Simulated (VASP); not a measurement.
Level of theory: revPBE GGA, VASP's PBE PAW potentials (set 64) (plane waves; VASP).

Input for VASP

File POSCAR:
```
Pt
1
    0.0000000000     1.9600000000     1.9600000000
    1.9600000000     0.0000000000     1.9600000000
    1.9600000000     1.9600000000     0.0000000000
Pt
1
Direct
  0.0000000000   0.0000000000   0.0000000000
```

**INCAR**
```
SYSTEM = Pt
PREC = Accurate; ENCUT = 520; LREAL = .FALSE.
LASPH = .TRUE.
EDIFF = 1E-6; NELM = 100; ALGO = Normal
LMAXMIX = 6
ISMEAR = 1; SIGMA = 0.1
GGA = RE
IBRION = 2; NSW = 60; ISIF = 3
EDIFFG = -0.01
LWAVE = .FALSE.; LCHARG = .FALSE.
```

KPOINTS:
```
Automatic mesh
0
Gamma
14 14 14
0 0 0
```

POTCAR, in this order: Pt (PBE.64 set). Program: vasp_std.

Output of the run:

### OUTCAR
```
 ion  position               nearest neighbor table
   1  0.000  0.000  0.000-
  LATTYP: Found a face centered cubic cell.
 ALAT       =     3.9200000000
 Subroutine PRICEL returns:
 Original cell was already a primitive cell.
 Subroutine GETGRP returns: Found 48 space group operations
The static configuration has the point symmetry O_h .
The dynamic configuration has the point symmetry O_h .
 Subroutine INISYM returns: Found 48 space group operations
 Subroutine IBZKPT returns following result:
 Found    104 irreducible k-points:

 Following reciprocal coordinates:
            Coordinates               Weight
  0.000000  0.000000  0.000000      1.000000
  0.071429  0.000000  0.000000      8.000000
  0.142857  0.000000  0.000000      8.000000
  0.214286  0.000000  0.000000      8.000000
  0.285714  0.000000  0.000000      8.000000
  0.357143  0.000000  0.000000      8.000000
  0.428571  0.000000  0.000000      8.000000
  0.500000  0.000000  0.000000      4.000000
  0.071429  0.071429  0.000000      6.000000
  0.142857  0.071429  0.000000     24.000000
  0.214286  0.071429  0.000000     24.000000
  0.285714  0.071429  0.000000     24.000000
  0.357143  0.071429  0.000000     24.000000
  0.428571  0.071429  0.000000     24.000000
  0.500000  0.071429  0.000000     24.000000
 -0.428571  0.071429  0.000000     24.000000
 -0.357143  0.071429  0.000000     24.000000
 -0.285714  0.071429  0.000000     24.000000
 -0.214286  0.071429  0.000000     24.000000
 -0.142857  0.071429  0.000000     24.000000
 -0.071429  0.071429  0.000000     12.000000
  0.142857  0.142857  0.000000      6.000000
  0.214286  0.142857  0.000000     24.000000
  0.285714  0.142857  0.000000     24.000000
  0.357143  0.142857  0.000000     24.000000
  0.428571  0.142857  0.000000     24.000000
  0.500000  0.142857  0.000000     24.000000
 -0.428571  0.142857  0.000000     24.000000
 -0.357143  0.142857  0.000000     24.000000
 -0.285714  0.142857  0.000000     24.000000
 -0.214286  0.142857  0.000000     24.000000
 -0.142857  0.142857  0.000000     12.000000
  0.214286  0.214286  0.000000      6.000000
  0.285714  0.214286  0.000000     24.000000
  0.357143  0.214286  0.000000     24.000000
  0.428571  0.214286  0.000000     24.000000
  0.500000  0.214286  0.000000     24.000000
 -0.428571  0.214286  0.000000     24.000000
 -0.357143  0.214286  0.000000     24.000000
 -0.285714  0.214286  0.000000     24.000000
   k-points           NKPTS =    104   k-points in BZ     NKDIM =    104   number of bands    NBANDS=      9
   number of dos      NEDOS =    301   number of ions     NIONS =      1
   total plane-waves  NPLWV =  13824
   dimension x,y,z NGX =    24 NGY =   24 NGZ =   24
   dimension x,y,z NGXF=    48 NGYF=   48 NGZF=   48
   ions per type =               1
   PREC   = accura    normal or accurate (medium, high low for compatibility)
   ISTART =      0    job   : 0-new  1-cont  2-samecut
   ICHARG =      2    charge: 1-file 2-atom 10-const
   ISPIN  =      1    spin polarized calculation?
   LNONCOLLINEAR =      F non collinear calculations
   LSORBIT =      F    spin-orbit coupling
   INIWAV =      1    electr: 0-lowe 1-rand  2-diag
   ENCUT  =  520.0 eV  38.22 Ry    6.18 a.u.   5.15  5.15  5.15*2*pi/ulx,y,z
   NELM   =    100;   NELMIN=  2; NELMDL= -5     # of ELM steps
   EDIFF  = 0.1E-05   stopping-criterion for ELM
   LREAL  =      F    real-space projection
   NLSPLINE    = F    spline interpolate recip. space projectors
   LMAXMIX     =    6 max onsite mixed and CHGCAR
   VOSKOWN=      0    Vosko Wilk Nusair interpolation
...
```

### OSZICAR
```
       N       E                     dE             d eps       ncg     rms          rms(c)
DAV:   1     0.374696438451E+02    0.37470E+02   -0.55232E+03  1992   0.103E+03
DAV:   2    -0.546777575117E+01   -0.42937E+02   -0.40675E+02  1964   0.187E+02
DAV:   3    -0.589818842973E+01   -0.43041E+00   -0.41974E+00  2216   0.188E+01
DAV:   4    -0.589962181846E+01   -0.14334E-02   -0.14332E-02  2146   0.116E+00
DAV:   5    -0.589963055467E+01   -0.87362E-05   -0.87359E-05  2115   0.816E-02    0.128E+01
DAV:   6    -0.559803859200E+01    0.30159E+00   -0.76266E-01  1912   0.805E+00    0.691E+00
DAV:   7    -0.555991636188E+01    0.38122E-01   -0.15514E-01  2017   0.354E+00    0.248E+00
DAV:   8    -0.555669896497E+01    0.32174E-02   -0.53066E-03  2017   0.713E-01    0.436E-01
DAV:   9    -0.555659283221E+01    0.10613E-03   -0.48499E-05  1988   0.743E-02    0.205E-02
DAV:  10    -0.555659851141E+01   -0.56792E-05   -0.25349E-06  2157   0.168E-02    0.191E-03
DAV:  11    -0.555659850213E+01    0.92826E-08   -0.46121E-08  1014   0.216E-03
   1 F= -.55565985E+01 E0= -.55567041E+01  d E =-.555660E+01
       N       E                     dE             d eps       ncg     rms          rms(c)
DAV:   1    -0.813458597522E+01   -0.25780E+01   -0.60146E+01  1898   0.806E+01    0.121E+01
DAV:   2    -0.549322714044E+01    0.26414E+01   -0.10008E+01  1874   0.257E+01    0.680E+00
DAV:   3    -0.542779557056E+01    0.65432E-01   -0.33293E-01  2013   0.452E+00    0.454E+00
DAV:   4    -0.543469996557E+01   -0.69044E-02   -0.21186E-02  2007   0.764E-01    0.108E+00
DAV:   5    -0.543600532183E+01   -0.13054E-02   -0.12917E-03  2336   0.275E-01    0.105E-01
DAV:   6    -0.543610968633E+01   -0.10436E-03   -0.36529E-05  2152   0.521E-02    0.773E-03
DAV:   7    -0.543611006038E+01   -0.37404E-06   -0.10671E-06  2038   0.719E-03
   2 F= -.54361101E+01 E0= -.54361903E+01  d E =0.120488E+00
       N       E                     dE             d eps       ncg     rms          rms(c)
DAV:   1    -0.689910975292E+01   -0.14630E+01   -0.29747E+01  1904   0.570E+01    0.852E+00
DAV:   2    -0.565017082215E+01    0.12489E+01   -0.36587E+00  1877   0.169E+01    0.177E+00
DAV:   3    -0.557855956898E+01    0.71611E-01   -0.38636E-01  1951   0.504E+00    0.101E+00
DAV:   4    -0.558144752199E+01   -0.28880E-02   -0.40263E-03  2137   0.602E-01    0.564E-01
DAV:   5    -0.558375616240E+01   -0.23086E-02   -0.36392E-03  2148   0.401E-01    0.279E-02
DAV:   6    -0.558381235263E+01   -0.56190E-04   -0.45813E-05  2362   0.610E-02    0.216E-02
DAV:   7    -0.558381314126E+01   -0.78862E-06   -0.20927E-06  1822   0.120E-02
   3 F= -.55838131E+01 E0= -.55839340E+01  d E =-.272146E-01
       N       E                     dE             d eps       ncg     rms          rms(c)
DAV:   1    -0.558425816387E+01   -0.44581E-03   -0.89251E-03  1907   0.100E+00    0.128E-01
DAV:   2    -0.558389506796E+01    0.36310E-03   -0.11162E-03  1881   0.292E-01    0.498E-02
DAV:   3    -0.558387556984E+01    0.19498E-04   -0.10695E-04  1941   0.842E-02    0.292E-02
DAV:   4    -0.558387804191E+01   -0.24721E-05   -0.38676E-06  2079   0.158E-02    0.970E-04
DAV:   5    -0.558387806174E+01   -0.19835E-07   -0.53514E-08   936   0.220E-03
   4 F= -.55838781E+01 E0= -.55839984E+01  d E =-.272796E-01
```

**OUTCAR**
```
------------------------ aborting loop because EDIFF is reached ----------------------------------------
  FORCE on cell =-STRESS in cart. coord.  units (eV):
  Direction    XX          YY          ZZ          XY          YZ          ZX
  --------------------------------------------------------------------------------------
  Total       -0.0058616     -0.0058616     -0.0058616      0.0000000      0.0000000     -0.0000000
  in kB       -0.5948383     -0.5948383     -0.5948383      0.0000000      0.0000000     -0.0000000
  external PRESSURE =      -0.5948383 kB  Pullay stress =       0.0000000 kB
  volume of cell :       15.79
      direct lattice vectors                 reciprocal lattice vectors
     0.000000000  1.991125007  1.991125007    -0.251114319  0.251114319  0.251114319
     1.991125007 -0.000000000  1.991125007     0.251114319 -0.251114319  0.251114319
     1.991125007  1.991125007 -0.000000000     0.251114319  0.251114319 -0.251114319
 POSITION                                       TOTAL-FORCE (eV/Angst)
 -----------------------------------------------------------------------------------
      0.00000      0.00000      0.00000         0.000000      0.000000      0.000000
 -----------------------------------------------------------------------------------
    total drift:                               -0.000000     -0.000000      0.000000
  FREE ENERGIE OF THE ION-ELECTRON SYSTEM (eV)
  ---------------------------------------------------
  free  energy   TOTEN  =        -5.5838780617 eV

  energy  without entropy=       -5.5842389963  energy(sigma->0) =       -5.58399837

 reached required accuracy - stopping structural energy minimisation
```
(Selected blocks of OUTCAR.)

File CONTCAR:
```
Pt
   1.00000000000000
     0.0000000000000000    1.9911250069080930    1.9911250069080930
     1.9911250069080930   -0.0000000000000000    1.9911250069080930
     1.9911250069080930    1.9911250069080930   -0.0000000000000000
  Pt
     1
Direct
     0.0000000000000000    0.0000000000000000    0.0000000000000000
```

Energy and stress use the plane-wave basis of the starting cell.

The compound is Pt in the fcc structure. This run relaxes it. Symmetry was kept, so distortions that lower it aren't found.
